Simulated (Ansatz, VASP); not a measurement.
# ZrB2: VASP beside Ansatz, part 2 of 2

One calculation is typed for both programs; each brings its own data sets. How far apart do they land? The cell is taken from a series of runs on this material, whose earlier steps may have relaxed, scaled, displaced or heated it; both programs get it as it stands.

VASP 6.6.1 and Ansatz 0.2.0.

So far: Set-up; VASP: relaxation of cell and atoms, PBE; Ansatz: relaxation of cell and atoms, PBE; Comparison.

## Step 5: Ansatz: zone-centre phonons, PBE

Level of this step: Ansatz beside VASP: Kohn-Sham DFT, plane waves, PBE (Ansatz).

Second derivatives magnify differences that forces hide, and they need a tight electronic threshold.

The cell is taken from a series of runs on this material, whose earlier steps may have relaxed, scaled, displaced or heated it; both programs get it as it stands.

Input file input.yaml:

```yaml
crystal:
  lattice:
    - [3.1715708854, 0.0, 0.0]
    - [-1.5857854427, 2.7466609567, 0.0]
    - [0.0, 0.0, 3.5420140007]
  atoms:
    - { symbol: Zr, position: [0.0, 0.0, 0.0] }
    - { symbol: B, position: [0.3333333333, 0.6666666667, 0.5] }
    - { symbol: B, position: [0.6666666667, 0.3333333333, 0.5] }
kpoints:
  mp_grid: { grid: [18, 18, 12] }
hamiltonian:
  xc: pbe
scf:
  occupations: { method: fermi_dirac, width: 0.1 }
output:
  eigenvalues: true
phonons:
  method: dfpt
  qpoints:
    - [0, 0, 0]
    - [0.166666667, 0.0, 0.0]
    - [0.333333333, 0.0, 0.0]
    - [0.5, 0.0, 0.0]
```

Run with:

```sh
ansatz run input.yaml --threads 4 --pin off --max-ram 8192MiB --backend cpu --events-out ev --progress --plain --runs-dir out
```

Numbers of over 12 decimals in the logs are rounded to 6 here.

The program printed:

```text
The run solves and reports these wavevectors of phonons.qpoints, in the list's order, at another value: [0.166666667, 0.0, 0.0] as [0.166667, 0.0, 0.0], [0.333333333, 0.0, 0.0] as [0.333333, 0.0, 0.0].
[...]
Crystal: 3 atoms, lattice volume = 30.855 Å³
Basis set: ecut = 420 eV, 575 PW (Γ), exchange–correlation on 48×48×48 points (8 copies of the dense FFT grid, shifted against one another)
[...]
q = [0.166667, 0, 0] (4 solved perturbations in 6930 linear systems a pass and spin channel, the states on 2268 of 3888 k-point pairs; hermiticity 1.25e-7, symmetrization 8.19e-12): 121.60 121.62 171.18 460.46 480.78 484.90 557.89 745.25 781.58
[...]
sum rule: each row above includes the acoustic sum rule's correction from the zone centre's row sums; it moved no ω² by more than (0.60 cm⁻¹)²
[key lines of the parts left out:]
SCF converged after 9 iterations
Free energy (F): -4498.725821 eV
Fermi energy:    15.758852 eV
```

## Step 6: VASP: zone-centre phonons, PBE

The same cell, functional, mesh and smearing now go to VASP, with its own data sets.

Input file INCAR:

```
SYSTEM = ZrB2
PREC = Accurate
ENCUT = 500
EDIFF = 1E-08
NELM = 120
ISMEAR = -1
SIGMA = 0.1
LREAL = .FALSE.
ALGO = Normal
GGA = PE
NBANDS = 15
LASPH = .TRUE.
LORBIT = 11
LWAVE = .FALSE.
LCHARG = .FALSE.
ISIF = 2
IBRION = 8
GGA_COMPAT = .FALSE.
KPAR = 2
```

Input file POSCAR:

```
ZrB2
1.0
    3.1715708854      0.0000000000      0.0000000000
   -1.5857854427      2.7466609567      0.0000000000
    0.0000000000      0.0000000000      3.5420140007
Zr B
1 2
Direct
    0.0000000000      0.0000000000      0.0000000000
    0.3333333333      0.6666666667      0.5000000000
    0.6666666667      0.3333333333      0.5000000000
```

Input file KPOINTS:

```
Automatic mesh
0
Gamma
18 18 12
0 0 0
```

The projector-augmented-wave data sets are Zr_sv and B (PBE family, release 64).

Run with:

```sh
mpirun -np 2 vasp_std
```

The program printed:

```text
[... set-up lines as in an earlier step ...]
 entering main loop
       N       E                     dE             d eps       ncg     rms          rms(c)
DAV:   1     0.101754729155E+03    0.10175E+03   -0.95802E+03  7778   0.116E+03
DAV:   2    -0.233011995649E+02   -0.12506E+03   -0.12010E+03  9821   0.299E+02
DAV:   3    -0.275959300866E+02   -0.42947E+01   -0.42721E+01 12728   0.480E+01
DAV:   4    -0.276648804094E+02   -0.68950E-01   -0.68936E-01  8864   0.553E+00
[...]
DAV:  14    -0.249825061328E+02    0.45694E-07   -0.16584E-08  7218   0.144E-03    0.385E-04
DAV:  15    -0.249825061096E+02    0.23209E-07   -0.48064E-09  4711   0.585E-04    0.852E-05
DAV:  16    -0.249825061060E+02    0.35352E-08   -0.10365E-09  4333   0.264E-04
   1 F= -.24982506E+02 E0= -.24978070E+02  d E =-.887265E-02
 Linear response reoptimize wavefunctions to high precision
DAV:   1    -0.249825061071E+02   -0.10791E-08   -0.38738E-10  5593   0.128E-04
DAV:   2    -0.249825061071E+02   -0.23647E-10   -0.14057E-10  4095   0.659E-05
 Linear response DOF=           4
 Linear response progress:
[...]
RMM:  10    -0.430327995294E-01   -0.24602E-06    0.40560E-08 85927   0.473E-04    0.241E-05
RMM:  11    -0.430326472509E-01    0.15228E-06    0.80958E-08 85878   0.237E-04    0.765E-06
RMM:  12    -0.430326539240E-01   -0.66731E-08   -0.17401E-08 86322   0.122E-04    0.597E-06
 first order change of Fermi-energy   0.17952E-04
 force on displaced ion       2 direction 1 : -14.967   0.000   0.000
 Linear response progress:
  Degree of freedom:   4/  4
       N       E                     dE             d eps       ncg     rms          rms(c)
RMM:   1    -0.470367750635E-01   -0.47037E-01   -0.14219E-03 28086   0.109E+00
RMM:   2    -0.444139362122E-01    0.26228E-02   -0.19296E-03 22666   0.243E-01    0.116E-01
RMM:   3    -0.444193330674E-01   -0.53969E-05   -0.86830E-04 22216   0.139E-01    0.543E-02
RMM:   4    -0.448313108374E-01   -0.41198E-03   -0.33976E-04 23324   0.886E-02    0.123E-02
[...]
RMM:  11    -0.449091095554E-01    0.21461E-07   -0.28440E-07 29426   0.363E-04    0.103E-05
RMM:  12    -0.449090998673E-01    0.96881E-08   -0.12250E-07 28887   0.182E-04    0.475E-06
RMM:  13    -0.449091050284E-01   -0.51611E-08   -0.47042E-08 28656   0.978E-05    0.241E-06
 first order change of Fermi-energy  -0.82486E-04
 force on displaced ion       2 direction 3 :   0.000  -0.000  -9.577
 Linear response finished
```

From OUTCAR (step 6):

```text
  Total        0.0181893      0.0181893      0.0364102      0.0000000     -0.0000000      0.0000000
  in kB        0.9444913      0.9444913      1.8906205      0.0000000     -0.0000000      0.0000000
  external PRESSURE =       1.2598677 kB  Pullay stress =       0.0000000 kB

 POSITION                                       TOTAL-FORCE (eV/Angst)
 -----------------------------------------------------------------------------------
      0.00000      0.00000      0.00000        -0.000000      0.000000      0.000000
     -0.00000      1.83111      1.77101        -0.000000      0.000000      0.000000
      1.58579      0.91555      1.77101         0.000000     -0.000000      0.000000
 -----------------------------------------------------------------------------------
    total drift:                               -0.000000      0.000000     -0.000000

[... 2 further parts left out ...]
```

## Step 7: Side by side

The two programs side by side:

```
                  quantity  Ansatz   VASP  difference
optical mode 1 to 2 (cm⁻¹)   448.2  448.8     -0.13 %
     optical mode 3 (cm⁻¹)   466.9  468.3     -0.29 %
     optical mode 4 (cm⁻¹)   550.5  551.8     -0.24 %
optical mode 5 to 6 (cm⁻¹)   766.9  768.2     -0.17 %
```

Modes are paired by rising frequency, not by their patterns, so a pair may set unlike modes beside each other; they are those without the splitting of longitudinal modes.

## Step 8: Outcome

```yaml
difference_in_volume_relaxation_of_cell_and_atoms_pbe: -0.072 %
r_m_s_difference_of_the_optical_zone_centre_modes_each_program_s_sorted_by_frequency_zone_centre_phonons_pbe: 1.2 cm⁻¹
```

What this shows: The difference in volume is -0.072 % (relaxation of cell and atoms, PBE), within the 1.2 % picked in this series as the mark of a large difference, as far as the stopping tolerances let one tell. Such differences can come from data sets, numerical settings and the points named under the comparisons, not from the functional's error against experiment.

[Lines on the potential files, build, host, timing and source positions are cut from VASP's logs without a mark.]

[Logs are printed without paths, hosts, clocks, repeated set-up lines and the standing remarks that a program may print on its own settings, such as how far it seeks lower states.]

[Hosts, paths, dates, database ids (printed as entryN), source tags and the programs' standing remarks are cut or masked in the printed files.]
